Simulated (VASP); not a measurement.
The input files of a VASP run:

POSCAR:
```
GaAs
1
    0.0000000000     5.4451705500     5.4451705500
    5.4451705500     0.0000000000     5.4451705500
    5.4451705500     5.4451705500     0.0000000000
Ga As
1 1
Direct
  0.0000000000   0.0000000000   0.0000000000
  0.2500000000   0.2500000000   0.2500000000
```

**KPOINTS**
```
Automatic mesh
0
Gamma
3 3 3
0 0 0
```

**INCAR**
```
SYSTEM = GaAs
PREC = Accurate
ENCUT = 400
EDIFF = 1E-6
NELM = 100
ALGO = Normal
LREAL = .FALSE.
LASPH = .TRUE.
ISMEAR = 0
SIGMA = 0.05
GGA = PE
LMAXMIX = 4
LWAVE = .FALSE.
LCHARG = .FALSE.
ISIF = 2
```

POTCAR, in this order: Ga_d As (PBE.64 set). Program: vasp_std.

The run wrote:

**standard output**
```
 POSCAR found type information on POSCAR GaAs
 POSCAR found :  2 types and       2 ions
 Reading from existing POTCAR
 Reading from existing POTCAR
 LDA part: xc-table for (Slater+PW92), standard interpolation
 POSCAR, INCAR and KPOINTS ok, starting setup
 WAVECAR not read
 entering main loop
       N       E                     dE             d eps       ncg     rms          rms(c)
DAV:   1     0.565245194712E+02    0.56525E+02   -0.62247E+03   120   0.850E+02
DAV:   2     0.307938596091E+01   -0.53445E+02   -0.52415E+02   134   0.176E+02
DAV:   3    -0.272347899008E+01   -0.58029E+01   -0.57335E+01   132   0.529E+01
DAV:   4    -0.291828042082E+01   -0.19480E+00   -0.17517E+00   127   0.996E+00
DAV:   5    -0.292092855219E+01   -0.26481E-02   -0.26452E-02   127   0.118E+00    0.219E+00
DAV:   6    -0.214158425302E+01    0.77934E+00   -0.11765E+00   104   0.381E+00    0.908E-01
DAV:   7    -0.207666418011E+01    0.64920E-01   -0.62672E-01   127   0.156E+00    0.875E-01
DAV:   8    -0.218902445777E+01   -0.11236E+00   -0.12072E+00   104   0.287E+00    0.100E+00
DAV:   9    -0.207348255911E+01    0.11554E+00   -0.22432E-01   109   0.115E+00    0.384E-01
DAV:  10    -0.209993564478E+01   -0.26453E-01   -0.37811E-01   104   0.126E+00    0.754E-01
DAV:  11    -0.208024152875E+01    0.19694E-01   -0.47913E-01   104   0.130E+00    0.372E-01
DAV:  12    -0.206921167290E+01    0.11030E-01   -0.24391E-02   104   0.377E-01    0.182E-01
DAV:  13    -0.206682181493E+01    0.23899E-02   -0.16110E-02   112   0.250E-01    0.415E-02
DAV:  14    -0.206676132085E+01    0.60494E-04   -0.58655E-04   112   0.933E-02    0.144E-02
DAV:  15    -0.206677675050E+01   -0.15430E-04   -0.59371E-05   119   0.217E-02    0.197E-02
DAV:  16    -0.206675244531E+01    0.24305E-04   -0.13705E-04   104   0.233E-02    0.238E-03
DAV:  17    -0.206675328569E+01   -0.84038E-06   -0.10775E-05   109   0.847E-03    0.309E-03
DAV:  18    -0.206675262491E+01    0.66078E-06   -0.23521E-06    52   0.399E-03
   1 F= -.20667526E+01 E0= -.20523695E+01  d E =-.287662E-01
```

OUTCAR:
```
------------------------ aborting loop because EDIFF is reached ----------------------------------------
  FORCE on cell =-STRESS in cart. coord.  units (eV):
  Direction    XX          YY          ZZ          XY          YZ          ZX
  --------------------------------------------------------------------------------------
  Total       -1.9417486     -1.9417486     -1.9417486     -0.0000000     -0.0000000      0.0000000
  in kB       -9.6347206     -9.6347206     -9.6347206     -0.0000000     -0.0000000      0.0000000
  external PRESSURE =      -9.6347206 kB  Pullay stress =       0.0000000 kB
  volume of cell :      322.90
      direct lattice vectors                 reciprocal lattice vectors
     0.000000000  5.445170550  5.445170550    -0.091824488  0.091824488  0.091824488
     5.445170550  0.000000000  5.445170550     0.091824488 -0.091824488  0.091824488
     5.445170550  5.445170550  0.000000000     0.091824488  0.091824488 -0.091824488
  FREE ENERGIE OF THE ION-ELECTRON SYSTEM (eV)
  ---------------------------------------------------
  free  energy   TOTEN  =        -2.0667526249 eV

  energy  without entropy=       -2.0379863844  energy(sigma->0) =       -2.05236950
```
(Selected blocks of OUTCAR.)

Question: Read input and log: which fault does this run have?
A) ENCUT is too low for a cell relaxation, so Pulay stress biases the volume
B) SIGMA is far too large
C) the lattice was typed in bohr, and VASP reads ångström
D) LDAUL, LDAUU and LDAUJ hold more entries than there are species

Answer: C, the lattice was typed in bohr, and VASP reads ångström. The run ends without an error. Against the sound run, the energy per atom (σ→0) rises by 3.099 eV/atom; the pressure falls by 0.36 GPa; the band gap falls by 0.09 eV; the volume goes up by 570 %.

To mend it, correct POSCAR, correct KPOINTS.
POSCAR:
```
GaAs
1
    0.0000000000     2.8815000000     2.8815000000
    2.8815000000     0.0000000000     2.8815000000
    2.8815000000     2.8815000000     0.0000000000
Ga As
1 1
Direct
  0.0000000000   0.0000000000   0.0000000000
  0.2500000000   0.2500000000   0.2500000000
```
File KPOINTS:
```
Automatic mesh
0
Gamma
6 6 6
0 0 0
```
The mended run (PBE GGA, plane waves, VASP's PBE PAW potentials (set 64)) converges, and its OSZICAR ends with
```
   1 F= -.82494621E+01 E0= -.82493705E+01  d E =-.183170E-03
```

The compound is GaAs in the zinc blende structure. The cell was not relaxed at this level.
